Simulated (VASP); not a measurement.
Input of a VASP 6.6.1 run:

File INCAR:

```
SYSTEM = NiC
  ALGO = Normal
  EDIFF = 1E-6
  ENCUT = 520
  ISIF = 2
  ISMEAR = -1
  ISPIN = 2
  LASPH = .True.
  LCHARG = .False.
  LDAU = .True.
  LDAUJ = 0.9 0
  LDAUL = 2 -1
  LDAUPRINT = 1
  LDAUTYPE = 1
  LDAUU = 1 0
  LMAXMIX = 4
  LMIXTAU = .True.
  LORBIT = 11
  LREAL = .False.
  LWAVE = .False.
  MAGMOM = 1 -0.5 0 0
  METAGGA = R2SCAN
  NBANDS = 26
  NELM = 150
  NUPDOWN = 4
  PREC = Accurate
  SIGMA = 0.02
```

The input KPOINTS:

```
k-points
0
Gamma
  9 9 9
  0 0 0
```

File POSCAR:

```
NiC
1.0
    0.0000000000      1.9782943020      1.9782943020
    1.9782943020      0.0000000000      1.9782943020
    3.9565886040      3.9565886040      0.0000000000
Ni C
2 2
Direct
    0.5000000000      0.5000000000      0.2500000000
    0.5000000000      0.5000000000      0.7500000000
    0.0000000000      0.0000000000      0.0000000000
    0.0000000000      0.0000000000      0.5000000000
```

KPOINTS_OPT

```
path GLB1,BZGX,QFP1Z,LP
20
line-mode
reciprocal
 0.0000000000  0.0000000000  0.0000000000  G
 0.0000000000  0.5000000000  0.5000000000  L

 0.0000000000  0.5000000000  0.5000000000  L
-0.3750000000  0.3125000000  0.1250000000  B1

-0.3125000000  0.3125000000  0.5000000000  B
 0.0000000000  0.0000000000  0.5000000000  Z

 0.0000000000  0.0000000000  0.5000000000  Z
 0.0000000000  0.0000000000  0.0000000000  G

 0.0000000000  0.0000000000  0.0000000000  G
-0.3437500000  0.3437500000  0.0000000000  X

-0.3437500000  0.3125000000  0.3125000000  Q
-0.5000000000  0.0000000000  0.0000000000  F

-0.5000000000  0.0000000000  0.0000000000  F
-0.4687500000  0.0000000000  0.1875000000  P1

-0.4687500000  0.0000000000  0.1875000000  P1
 0.0000000000  0.0000000000  0.5000000000  Z

 0.0000000000  0.5000000000  0.5000000000  L
 0.0000000000  0.4687500000  0.8125000000  P
```

Potentials or basis: VASP PAW PBE potentials, release 64 (Ni, C).

Run with:

```console
$ cat potpaw_PBE.64/Ni/POTCAR potpaw_PBE.64/C/POTCAR > POTCAR
$ mpirun -np 1 vasp_std > vasp.out
```

Q: What does it give for the pressure?

A: 39.4 GPa.

Eigenvalues of the final occupation matrices:
```csv
site,spin,trace,eigenvalues
site 1 d,1,4.72,0.90 0.90 0.98 0.98 0.98
site 1 d,2,3.72,0.69 0.69 0.78 0.78 0.78
site 2 d,1,4.72,0.90 0.90 0.98 0.98 0.98
site 2 d,2,3.72,0.69 0.69 0.78 0.78 0.78
```

Caveat: the moment is held away from its start; the PAW data sets were made with another functional, which shifts forces and pressure a little; the total moment is fixed, so each spin has its own Fermi level; the U is typed as a test and isn't derived for this compound. The state reached can hang on the start; a lower one may exist.
